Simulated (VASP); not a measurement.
Computed with LDA (Ceperley-Alder, Perdew-Zunger), VASP's LDA PAW potentials (set 64) (plane waves; VASP).

VASP input:

POSCAR:
```
Te
1.0
  2.0288230689  -3.5140241600   0.0000000000
  2.0288230689   3.5140241600   0.0000000000
  0.0000000000   0.0000000000   5.9680546403
Te
3
Cartesian
  2.6394010183  -2.4564722726   3.9787050829
  2.8364902390  -0.0000000000   0.0000000000
  2.6394010183   2.4564722726   1.9893495574
```

### INCAR
```
ISMEAR = 1   # Methfessel-Paxton
PREC = Accurate
PSTRESS = 50
LCHARG = .FALSE.
NSW = 40
NELM = 100
SIGMA = 0.1
EDIFFG = -0.02   # ionic stop
LMAXMIX = 4
EDIFF = 1E-6   # SCF stop (eV)
ENCUT = 500
ISIF = 3   # ions, shape and volume
IBRION = 2
ALGO = Normal   # blocked Davidson
LWAVE = .FALSE.
LASPH = .TRUE.   # aspherical one-centre terms
LREAL = .FALSE.   # projection in real space or not
SYSTEM = Te
```

File KPOINTS:
```
K-points
0
Gamma
  9 9 5
```

POTCAR, in this order: Te (LDA.64 set). Program: vasp_std.

The resulting files:

**OSZICAR**
```
       N       E                     dE             d eps       ncg     rms          rms(c)
DAV:   1     0.756360346769E+02    0.75636E+02   -0.66222E+03  1300   0.110E+03
DAV:   2    -0.620705138839E+01   -0.81843E+02   -0.79066E+02  1768   0.157E+02
DAV:   3    -0.112265232305E+02   -0.50195E+01   -0.49733E+01  1600   0.453E+01
DAV:   4    -0.113064318239E+02   -0.79909E-01   -0.79832E-01  1492   0.693E+00
DAV:   5    -0.113081015619E+02   -0.16697E-02   -0.16697E-02  1573   0.985E-01    0.157E+01
DAV:   6    -0.112914700889E+02    0.16631E-01   -0.81675E-03  1425   0.597E-01    0.966E+00
DAV:   7    -0.112843256532E+02    0.71444E-02   -0.14986E-02  1445   0.777E-01    0.181E-01
DAV:   8    -0.112841213692E+02    0.20428E-03   -0.18936E-03  1365   0.293E-01    0.952E-02
DAV:   9    -0.112841230020E+02   -0.16328E-05   -0.65058E-05  1654   0.592E-02    0.677E-02
DAV:  10    -0.112841206385E+02    0.23635E-05   -0.44916E-06  1380   0.146E-02    0.732E-03
DAV:  11    -0.112841199455E+02    0.69301E-06   -0.17443E-06   760   0.877E-03
   1 F= -.86284682E+01 E0= -.86287255E+01  d E =-.862847E+01
       N       E                     dE             d eps       ncg     rms          rms(c)
DAV:   1    -0.112937684199E+02   -0.96478E-02   -0.26022E-02  1300   0.849E-01    0.132E-01
DAV:   2    -0.112934044304E+02    0.36399E-03   -0.74904E-04  1395   0.183E-01    0.881E-02
DAV:   3    -0.112932639891E+02    0.14044E-03   -0.13741E-04  1455   0.641E-02    0.265E-02
DAV:   4    -0.112932208733E+02    0.43116E-04   -0.84213E-05  1375   0.464E-02    0.538E-02
DAV:   5    -0.112932200119E+02    0.86138E-06   -0.40345E-06  1450   0.131E-02
   2 F= -.86290358E+01 E0= -.86293021E+01  d E =-.567632E-03
       N       E                     dE             d eps       ncg     rms          rms(c)
DAV:   1    -0.112987080375E+02   -0.54872E-02   -0.96123E-03  1300   0.516E-01    0.822E-02
DAV:   2    -0.112985748490E+02    0.13319E-03   -0.27423E-04  1390   0.111E-01    0.508E-02
DAV:   3    -0.112985230909E+02    0.51758E-04   -0.51510E-05  1465   0.392E-02    0.163E-02
DAV:   4    -0.112985078294E+02    0.15262E-04   -0.29993E-05  1365   0.277E-02    0.330E-02
DAV:   5    -0.112985075076E+02    0.32173E-06   -0.11755E-06   758   0.785E-03
   3 F= -.86291337E+01 E0= -.86294068E+01  d E =-.665522E-03
       N       E                     dE             d eps       ncg     rms          rms(c)
DAV:   1    -0.112963092443E+02    0.21986E-02   -0.10609E-02  1300   0.570E-01    0.134E-01
DAV:   2    -0.112962812115E+02    0.28033E-04   -0.25596E-04  1420   0.106E-01    0.333E-02
DAV:   3    -0.112962641978E+02    0.17014E-04   -0.11135E-05  1550   0.226E-02    0.170E-02
DAV:   4    -0.112962570257E+02    0.71720E-05   -0.11358E-05  1390   0.194E-02    0.101E-02
DAV:   5    -0.112962570671E+02   -0.41372E-07   -0.69878E-07   680   0.585E-03
   4 F= -.86294514E+01 E0= -.86297270E+01  d E =-.317720E-03
       N       E                     dE             d eps       ncg     rms          rms(c)
DAV:   1    -0.112941579233E+02    0.20991E-02   -0.78981E-03  1300   0.491E-01    0.122E-01
DAV:   2    -0.112941370596E+02    0.20864E-04   -0.18936E-04  1425   0.909E-02    0.274E-02
DAV:   3    -0.112941241262E+02    0.12933E-04   -0.86628E-06  1545   0.197E-02    0.142E-02
DAV:   4    -0.112941191445E+02    0.49817E-05   -0.80315E-06  1380   0.163E-02    0.919E-03
DAV:   5    -0.112941191744E+02   -0.29918E-07   -0.49828E-07   670   0.495E-03
   5 F= -.86295377E+01 E0= -.86298176E+01  d E =-.404006E-03
```

OUTCAR:
```
------------------------ aborting loop because EDIFF is reached ----------------------------------------
  FORCE on cell =-STRESS in cart. coord.  units (eV):
  Direction    XX          YY          ZZ          XY          YZ          ZX
  --------------------------------------------------------------------------------------
  Total        2.6607041      2.6607032      2.6787647      0.0000000     -0.0000000      0.0000000
  in kB       49.9272429     49.9272252     50.2661444      0.0000000     -0.0000000      0.0000000
  external PRESSURE =       0.0402042 kB  Pullay stress =      50.0000000 kB
  volume of cell :       85.38
      direct lattice vectors                 reciprocal lattice vectors
     2.038485129 -3.530759188  0.000000000     0.245280180 -0.141612603  0.000000000
     2.038485129  3.530759188 -0.000000000     0.245280180  0.141612603  0.000000000
    -0.000000000  0.000000000  5.931491874     0.000000000  0.000000000  0.168591650
 POSITION                                       TOTAL-FORCE (eV/Angst)
 -----------------------------------------------------------------------------------
      2.65400     -2.46465      3.95433         0.006185      0.010712     -0.000000
      2.84593      0.00000      0.00000        -0.012370     -0.000000     -0.000000
      2.65400      2.46465      1.97716         0.006185     -0.010712      0.000000
 -----------------------------------------------------------------------------------
    total drift:                               -0.000210     -0.000406      0.000017
  FREE ENERGIE OF THE ION-ELECTRON SYSTEM (eV)
  ---------------------------------------------------
  free  energy   TOTEN  =       -11.2941191744 eV

  energy  without entropy=      -11.2949587380  energy(sigma->0) =      -11.29439903
  enthalpy is  TOTEN    =        -8.6295377074 eV   P V=        2.6645814670

 reached required accuracy - stopping structural energy minimisation
```
(Selected blocks of OUTCAR.)

### CONTCAR
```
Te
   1.00000000000000
     2.0384851291487012   -3.5307591880808173    0.0000000000000000
     2.0384851291487012    3.5307591880808173   -0.0000000000000000
    -0.0000000000000000    0.0000000000000000    5.9314918739104474
  Te
     3
Direct
     0.9999999999942649    0.3019491084067658    0.6666669999999968
     0.6980508915989694    0.6980508915989694    0.0000000000000000
     0.3019491084067658    0.9999999999942649    0.3333330000000032
```

The compound is Te in the trig structure. This run relaxes it under an external pressure of 5 GPa. Symmetry was kept, so distortions that lower it aren't found.
